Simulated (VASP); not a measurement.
OSZICAR of a VASP run on Zn$_{16}$H:

OSZICAR:
```
...
DAV:   2    -0.193967852406E+02   -0.37927E-04   -0.33343E-04  1727   0.320E-01    0.212E-02
DAV:   3    -0.193967818051E+02    0.34355E-05   -0.10172E-04  1711   0.255E-01    0.826E-03
DAV:   4    -0.193967856112E+02   -0.38061E-05   -0.41344E-05  1579   0.843E-02
  17 F= -.19396786E+02 E0= -.19395326E+02  d E =-.176113E-02
       N       E                     dE             d eps       ncg     rms          rms(c)
DAV:   1    -0.193973809412E+02   -0.59914E-03   -0.12206E+00  1613   0.370E+00    0.533E-02
DAV:   2    -0.193978065841E+02   -0.42564E-03   -0.44239E-03  1679   0.298E-01    0.482E-02
DAV:   3    -0.193978096044E+02   -0.30203E-05   -0.18972E-04  1776   0.159E-01    0.301E-02
DAV:   4    -0.193978098932E+02   -0.28881E-06   -0.24699E-05  1170   0.839E-02
  18 F= -.19397810E+02 E0= -.19396336E+02  d E =-.102428E-02
       N       E                     dE             d eps       ncg     rms          rms(c)
DAV:   1    -0.193979756577E+02   -0.16605E-03   -0.20407E-01  1610   0.152E+00    0.256E-02
DAV:   2    -0.193980418551E+02   -0.66197E-04   -0.66818E-04  1722   0.255E-01    0.239E-02
DAV:   3    -0.193980470386E+02   -0.51835E-05   -0.14343E-04  1737   0.252E-01    0.155E-02
DAV:   4    -0.193980479305E+02   -0.89185E-06   -0.24981E-05  1146   0.980E-02
  19 F= -.19398048E+02 E0= -.19396573E+02  d E =-.126232E-02
       N       E                     dE             d eps       ncg     rms          rms(c)
DAV:   1    -0.193978765023E+02    0.17054E-03   -0.81464E-01  1613   0.302E+00    0.457E-02
DAV:   2    -0.193981546853E+02   -0.27818E-03   -0.28915E-03  1682   0.315E-01    0.400E-02
DAV:   3    -0.193981679414E+02   -0.13256E-04   -0.27680E-04  1753   0.304E-01    0.290E-02
DAV:   4    -0.193981683259E+02   -0.38450E-06   -0.33121E-05  1255   0.196E-01
  20 F= -.19398168E+02 E0= -.19396704E+02  d E =-.138271E-02
       N       E                     dE             d eps       ncg     rms          rms(c)
DAV:   1    -0.193980758487E+02    0.92093E-04   -0.20965E-01  1616   0.154E+00    0.271E-02
DAV:   2    -0.193981711728E+02   -0.95324E-04   -0.82396E-04  1689   0.501E-01    0.349E-02
DAV:   3    -0.193981553951E+02    0.15778E-04   -0.19296E-04  1713   0.360E-01    0.124E-02
DAV:   4    -0.193981648181E+02   -0.94230E-05   -0.92535E-05  1701   0.101E-01
  21 F= -.19398165E+02 E0= -.19396693E+02  d E =-.137921E-02
       N       E                     dE             d eps       ncg     rms          rms(c)
DAV:   1    -0.193981606701E+02   -0.52750E-05   -0.52464E-02  1613   0.768E-01    0.105E-02
DAV:   2    -0.193981750273E+02   -0.14357E-04   -0.13095E-04  1631   0.104E-01    0.128E-02
DAV:   3    -0.193981775919E+02   -0.25646E-05   -0.68188E-05  1660   0.132E-01    0.650E-03
DAV:   4    -0.193981781300E+02   -0.53806E-06   -0.93067E-06   886   0.239E-02
  22 F= -.19398178E+02 E0= -.19396705E+02  d E =-.139252E-02
       N       E                     dE             d eps       ncg     rms          rms(c)
DAV:   1    -0.193986892527E+02   -0.51166E-03   -0.29697E-01  1610   0.183E+00    0.321E-02
DAV:   2    -0.193987779065E+02   -0.88654E-04   -0.98490E-04  1666   0.169E-01    0.253E-02
DAV:   3    -0.193987818696E+02   -0.39631E-05   -0.87933E-05  1713   0.194E-01    0.189E-02
DAV:   4    -0.193987833547E+02   -0.14852E-05   -0.19265E-05  1071   0.177E-01
  23 F= -.19398783E+02 E0= -.19397317E+02  d E =-.605225E-03
       N       E                     dE             d eps       ncg     rms          rms(c)
DAV:   1    -0.193993542938E+02   -0.57242E-03   -0.26735E+00  1610   0.550E+00    0.976E-02
DAV:   2    -0.194001990551E+02   -0.84476E-03   -0.91382E-03  1674   0.584E-01    0.762E-02
DAV:   3    -0.194002452891E+02   -0.46234E-04   -0.94695E-04  1737   0.651E-01    0.569E-02
DAV:   4    -0.194002465238E+02   -0.12347E-05   -0.16697E-04  1738   0.484E-01    0.257E-02
DAV:   5    -0.194002521143E+02   -0.55904E-05   -0.10264E-04  1631   0.362E-01    0.163E-02
DAV:   6    -0.194002398730E+02    0.12241E-04   -0.68118E-05  1671   0.212E-01    0.608E-03
DAV:   7    -0.194002466008E+02   -0.67278E-05   -0.68881E-05  1643   0.610E-02
  24 F= -.19400247E+02 E0= -.19398791E+02  d E =-.206847E-02
       N       E                     dE             d eps       ncg     rms          rms(c)
DAV:   1    -0.193978455612E+02    0.23943E-02   -0.10702E+01  1610   0.110E+01    0.183E-01
DAV:   2    -0.194013849743E+02   -0.35394E-02   -0.38459E-02  1666   0.924E-01    0.164E-01
DAV:   3    -0.194013860931E+02   -0.11188E-05   -0.18914E-03  1744   0.573E-01    0.107E-01
DAV:   4    -0.194014553017E+02   -0.69209E-04   -0.47527E-04  1813   0.739E-01    0.491E-02
DAV:   5    -0.194014702643E+02   -0.14963E-04   -0.39948E-04  1788   0.931E-01    0.283E-02
DAV:   6    -0.194013834210E+02    0.86843E-04   -0.15890E-04  1770   0.481E-01    0.146E-02
DAV:   7    -0.194013930398E+02   -0.96188E-05   -0.13332E-04  1669   0.982E-02    0.952E-03
DAV:   8    -0.194013944984E+02   -0.14586E-05   -0.24126E-05  1118   0.303E-02
  25 F= -.19401394E+02 E0= -.19400059E+02  d E =-.321637E-02
       N       E                     dE             d eps       ncg     rms          rms(c)
DAV:   1    -0.194012986508E+02    0.94389E-04   -0.27077E-01  1610   0.175E+00    0.289E-02
DAV:   2    -0.194013853822E+02   -0.86731E-04   -0.92275E-04  1674   0.124E-01    0.221E-02
DAV:   3    -0.194013871208E+02   -0.17386E-05   -0.36008E-05  1539   0.915E-02    0.131E-02
DAV:   4    -0.194013909600E+02   -0.38392E-05   -0.78343E-06  1023   0.966E-02
  26 F= -.19401391E+02 E0= -.19400023E+02  d E =-.321283E-02
       N       E                     dE             d eps       ncg     rms          rms(c)
DAV:   1    -0.194013676841E+02    0.19437E-04   -0.98753E-02  1616   0.106E+00    0.186E-02
DAV:   2    -0.194014005392E+02   -0.32855E-04   -0.35056E-04  1663   0.256E-01    0.234E-02
DAV:   3    -0.194014001350E+02    0.40420E-06   -0.74159E-05  1727   0.178E-01    0.979E-03
DAV:   4    -0.194014034131E+02   -0.32781E-05   -0.20292E-05  1008   0.872E-02
  27 F= -.19401403E+02 E0= -.19400051E+02  d E =-.322528E-02
       N       E                     dE             d eps       ncg     rms          rms(c)
DAV:   1    -0.194019244749E+02   -0.52434E-03   -0.63405E-01  1613   0.267E+00    0.346E-02
DAV:   2    -0.194021098543E+02   -0.18538E-03   -0.19288E-03  1670   0.222E-01    0.330E-02
DAV:   3    -0.194021121084E+02   -0.22541E-05   -0.12308E-04  1722   0.143E-01    0.217E-02
DAV:   4    -0.194021137276E+02   -0.16192E-05   -0.13433E-05   988   0.109E-01
  28 F= -.19402114E+02 E0= -.19400758E+02  d E =-.710314E-03
       N       E                     dE             d eps       ncg     rms          rms(c)
DAV:   1    -0.194021817692E+02   -0.69661E-04   -0.33563E+00  1613   0.615E+00    0.814E-02
DAV:   2    -0.194029800083E+02   -0.79824E-03   -0.78250E-03  1716   0.869E-01    0.876E-02
DAV:   3    -0.194030978485E+02   -0.11784E-03   -0.24815E-03  1748   0.879E-01    0.553E-02
DAV:   4    -0.194031220052E+02   -0.24157E-04   -0.40680E-04  1748   0.264E-01    0.353E-02
DAV:   5    -0.194031501236E+02   -0.28118E-04   -0.22196E-04  1692   0.932E-02    0.171E-02
DAV:   6    -0.194031501572E+02   -0.33651E-07   -0.24780E-05  1141   0.837E-02
  29 F= -.19403150E+02 E0= -.19401780E+02  d E =-.174674E-02
       N       E                     dE             d eps       ncg     rms          rms(c)
DAV:   1    -0.193984412344E+02    0.47089E-02   -0.13432E+01  1613   0.123E+01    0.157E-01
DAV:   2    -0.194021892356E+02   -0.37480E-02   -0.38286E-02  1703   0.120E+00    0.160E-01
DAV:   3    -0.194024401137E+02   -0.25088E-03   -0.52291E-03  1754   0.113E+00    0.118E-01
DAV:   4    -0.194024182247E+02    0.21889E-04   -0.44123E-04  1768   0.536E-01    0.812E-02
DAV:   5    -0.194025274515E+02   -0.10923E-03   -0.33913E-04  1783   0.513E-01    0.411E-02
DAV:   6    -0.194024577280E+02    0.69724E-04   -0.29810E-04  1762   0.578E-01    0.203E-02
DAV:   7    -0.194024661448E+02   -0.84168E-05   -0.18127E-04  1723   0.197E-01    0.132E-02
DAV:   8    -0.194024699747E+02   -0.38299E-05   -0.68440E-05  1536   0.458E-02
  30 F= -.19402470E+02 E0= -.19401267E+02  d E =-.106656E-02
       N       E                     dE             d eps       ncg     rms          rms(c)
DAV:   1    -0.194010398129E+02    0.14263E-02   -0.74972E+00  1613   0.918E+00    0.125E-01
DAV:   2    -0.194030993775E+02   -0.20596E-02   -0.20007E-02  1711   0.847E-01    0.985E-02
DAV:   3    -0.194033042429E+02   -0.20487E-03   -0.30992E-03  1794   0.106E+00    0.711E-02
DAV:   4    -0.194032868398E+02    0.17403E-04   -0.30742E-04  1818   0.612E-01    0.349E-02
DAV:   5    -0.194033315957E+02   -0.44756E-04   -0.17389E-04  1941   0.359E-01    0.280E-02
DAV:   6    -0.194033141553E+02    0.17440E-04   -0.97042E-05  1671   0.277E-01    0.653E-03
DAV:   7    -0.194033232870E+02   -0.91316E-05   -0.94437E-05  1710   0.742E-02
  31 F= -.19403323E+02 E0= -.19401975E+02  d E =-.191987E-02
       N       E                     dE             d eps       ncg     rms          rms(c)
DAV:   1    -0.194037696523E+02   -0.45550E-03   -0.77944E-01  1622   0.295E+00    0.390E-02
DAV:   2    -0.194039957604E+02   -0.22611E-03   -0.22881E-03  1730   0.259E-01    0.355E-02
DAV:   3    -0.194040073932E+02   -0.11633E-04   -0.24257E-04  1752   0.265E-01    0.228E-02
DAV:   4    -0.194040081631E+02   -0.76988E-06   -0.26688E-05  1079   0.188E-01
  32 F= -.19404008E+02 E0= -.19402693E+02  d E =-.684876E-03
```

Task: Which electronic solver shows in the log?

Result: It is blocked Davidson (ALGO = Normal, or the opening steps of other solvers). The INCAR had ALGO = Normal.

Task: Can the final energy be trusted as converged?

Result: The run converged. It stopped with EDIFF = 1E-5, NELM = 100, NSW = 50 and EDIFFG = -0.03 after 32 ionic steps (PBE GGA, plane waves, VASP's PBE PAW potentials (set 64)).

The cell is a thin slab with vacuum, built from Zn (hcp): (001) face, H adsorbed.
